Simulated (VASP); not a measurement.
# The (0 0 1) face of Li4Ge2B in VASP, part 3 of 3

How does the (0 0 1) face of Li4Ge2B behave as a surface? The start is a cell from a database of measured crystal structures.

VASP 6.6.1; PBE; plane waves and PAW (Ge, Li, B).

So far. Step 2 (Relaxing the slab): The run ended after 34 ionic steps, 1.245 eV below its first step, once the forces on the free atoms met EDIFFG = -0.03. Step 3 (Potential and states of the slab): The vacuum level lies 3.58 eV above the Fermi level at the upper face; the two faces differ by 0.75 eV, the step that the slab's dipole of -0.072 e·Å makes.

**4. Tunnelling image, filled states within 1 eV**

A partial density over this window, at constant height above the top atom, is the Tersoff-Hamann picture of a tunnelling image.

The input, INCAR:

```
SYSTEM = Li4Ge2B
PREC = Normal
ENCUT = 320
EDIFF = 1E-05
NELM = 120
ISMEAR = 1
SIGMA = 0.2
LREAL = Auto
ALGO = Fast
GGA = PE
NBANDS = 48
LWAVE = .FALSE.
LCHARG = .FALSE.
ISTART = 1
LPARD = .TRUE.
NBMOD = -3
EINT = -1 0
LSEPB = .FALSE.
LSEPK = .FALSE.
```

The input, POSCAR:

```
Li4Ge2B
1.0
    4.4603029841      0.0000000000      0.0000000000
   -2.2301514921      3.8627356929      0.0000000000
    0.0000000000      0.0000000000     26.2828040605
Ge Li B
4 8 2
Direct
    0.3333333300      0.6666666700      0.2853576800
    0.3333333300      0.6666666700      0.3832893600
    0.0000000000      0.0000000000      0.5143260441
    0.0000000000      0.0000000000      0.6119391037
    0.0000000000      0.0000000000      0.3130178600
    0.6666666700      0.3333333300      0.3389703400
    0.0000000000      0.0000000000      0.4242626800
    0.6666666700      0.3333333300      0.4509818800
    0.6666666700      0.3333333300      0.5512761094
    0.3333333300      0.6666666700      0.5794140665
    0.6666666700      0.3333333300      0.6618222446
    0.3333333300      0.6666666700      0.7090779737
    0.3333333300      0.6666666700      0.4823014300
    0.0000000000      0.0000000000      0.6880022576
```

The input, KPOINTS:

```
Automatic mesh
0
Gamma
5 5 1
0 0 0
```

The projector-augmented-wave data sets are Ge, Li and B (PBE family, release 64).

The WAVECAR or CHGCAR of an earlier step is read.

Started as:

```
$ mpirun -np 4 vasp_std
```

The program printed:

```text
[banner, memory and clock lines left out]
running    4 mpi-ranks, on    1 nodes
 distrk:  each k-point on    4 cores,    1 groups
 distr:  one band on    1 cores,    4 groups

 POSCAR found type information on POSCAR GeLiB
 POSCAR found :  3 types and      14 ions
 LDA part: xc-table for (Slater+PW92), standard interpolation
 found WAVECAR, reading the header
 POSCAR, INCAR and KPOINTS ok, starting setup
 FFT: planning ... GRIDC
 FFT: planning ... GRID_SOFT
 FFT: planning ... GRID
 reading WAVECAR
 the WAVECAR file was read successfully
Calculating partial charge density.
NDMOD =  -3
Energy range w.r.t. Fermi energy from INCAR:   -1.000   0.000
Efermi =   -0.713
No KPOINTS given: use all of them.

*****************************************************
* Parameters from pardens
*****************************************************

NBMOD is set to  -3
Selected energy range (EINT)   -1.7134  -0.7134
Selected all k-points to calculate charge density.
k-point no.    1; bands inside the range    4
  11  12  13  14
k-point no.    2; bands inside the range    2
  13  14
k-point no.    3; bands inside the range    2
  15  16
k-point no.    4; bands inside the range    2
  14  15
k-point no.    5; bands inside the range    2
  15  16
Finished calculating partial charge density.
VASP will stop now.
```

Wall time 3.2 s (4 MPI ranks of Intel Xeon Platinum 8375C at 2.90GHz (Ice Lake), shared host); 9.6 s of CPU time.

Parts of OUTCAR (step 4):

```text
The static configuration has the point symmetry C_3v.

 Found      5 irreducible k-points:

   NELECT =      30.0000    total number of electrons

[... 8 parts as in an earlier step ...]
```

Local density of states in the window along a and b. Constant height, 2.5 Å above the top atom.

Ten even steps from '_' (0.95 × 1e-4 e/Å³) to '@' (2.56 × 1e-4 e/Å³), each cell a mean:
```
______..::::====++****##%%%%%%%%%%####****++==--::....______
____..::::--==++****########%%######****++++==--::....______
....::--====++****##################****++====--::..........
::----==++++******################****++++====--::::::..::::
--====++++********##############********++++====------------
++++++********##################********++++++==============
******##############################********++++++++++++++**
########################################********************
############################################################
%%%%%%######################%%%%%%%%%%%%%%%%%%%%%%%%%%%%%%%%
%%%%######################%%%%%%%%%%%%%%%%%%%%%%%%%%%%%%%%%%
%%%%########******########%%%%%%%%@@@@@@@@@@@@@@@@@@@@@@%%%%
%%######************######%%%%%%@@@@@@@@@@@@@@@@@@@@@@%%%%%%
##********************####%%%%@@@@@@@@@@@@@@@@@@@@@@@@%%%%##
****++++++++++++++****####%%%%@@@@@@@@@@@@@@@@@@@@%%%%%%####
++++==========++++****####%%%%%%@@@@@@@@@@@@@@@@%%%%####****
====--------====++++**####%%%%%%@@@@@@@@@@@@%%%%%%####**++++
--::::::::::--====++**####%%%%@@@@@@@@@@@@%%%%####****++==--
..........::----==++**####%%%%@@@@@@@@@@%%%%####**++==----::
________..::::--==++**####%%%%%%@@@@%%%%%%##****++==--::....
________..::::====++**####%%%%%%%%%%%%%%##****++==--::..____
________..::--==++****####%%%%%%%%%%####****++==--::..______
```
Columns: along a (fractional) from 0 to 0.975; rows upwards: along b (fractional) from 0 to 0.975.

Partial charge density in the ca plane at fractional y = 0.000, with atoms of Ge and Li and B within 0.2 Å of it. It is the smooth field of the valence electrons, not physical close to the nuclei.

Values in units of 1e-2 Å⁻³, 7 rows by 16 columns, each cell a mean:
```
0.0 0.1 0.7 1.2 0.6 0.5 0.7 0.6 2.7 2.3 1.0 1.4 1.2 5.9 7.4 0.7
0.0 0.1 1.0 2.2 1.2 0.8 1.3 0.8 1.5 2.5 1.5 2.2 1.4 3.5 4.5 0.8
0.0 0.2 1.4 3.2 1.8 1.4 1.9 1.0 1.7 1.6 1.4 1.6 0.6 1.5 2.3 0.7
0.0 0.2 1.5 3.5 2.1 1.7 2.2 1.1 2.2 1.7 1.3 1.4 0.4 1.1 1.8 0.7
0.0 0.2 1.3 2.9 1.6 1.2 1.8 0.9 1.4 1.6 1.4 1.8 0.8 1.9 2.7 0.8
0.0 0.1 0.9 1.9 0.9 0.7 1.1 0.7 1.8 3.0 1.4 2.3 1.6 4.6 5.7 0.8
0.0 0.1 0.6 1.0 0.6 0.5 0.6 0.6 3.0 1.5 0.7 0.9 0.8 5.2 6.5 0.6
```
Columns run along c (16.0 Å, from fractional 0.16 to 0.77 of the cell), rows up along a (4.5 Å). Atoms in or near the plane, at fractional coordinates: Ge at (0.51, 0.00), Ge at (0.61, 0.00), Li at (0.31, 0.00), Li at (0.42, 0.00), B at (0.69, 0.00).

Shared out to the nearest atoms, the partial charge density (by size) has 38 % on Li; its largest share on one atom is 16 % (Ge1), and it takes 10 of the 14 atoms to pass 80 %.

Between its 5th and 95th percentile the partial density varies by a factor of 2.2, which sets the contrast of the image.

**5. Derived quantities**

This step: slab, PBE; plane waves and PAW (VASP 6.6.1).

This step runs nothing: it gathers the runs above.

**6. Outcome**

```json
{
 "work function of the slab": "3.58 eV"
}
```

The slab did not keep its cut structure: B moved by 0.70 Å. What follows belongs to the collapsed or reconstructed slab, not to this face of the crystal. The work function is 3.58 eV at the upper face and 4.33 eV at the lower, which was held as cut. The atom that ends on top (Li) moved outwards by 0.68 Å. The cell in the plane was kept as given and was not relaxed here.

[Lines on the potential files, build, host, timing and source positions are cut from VASP's logs without a mark.]

[Logs are printed without paths, hosts, clocks, repeated set-up lines and the standing remarks that a program may print on its own settings, such as how far it seeks lower states.]

[Hosts, paths, dates, database ids (printed as entryN), source tags and the programs' standing remarks are cut or masked in the printed files.]

[In band tables of VASP the shares of atoms and orbitals are scaled to a sum of 1 inside the atoms' spheres.]

[Runs that stopped without an error message from VASP are left out.]
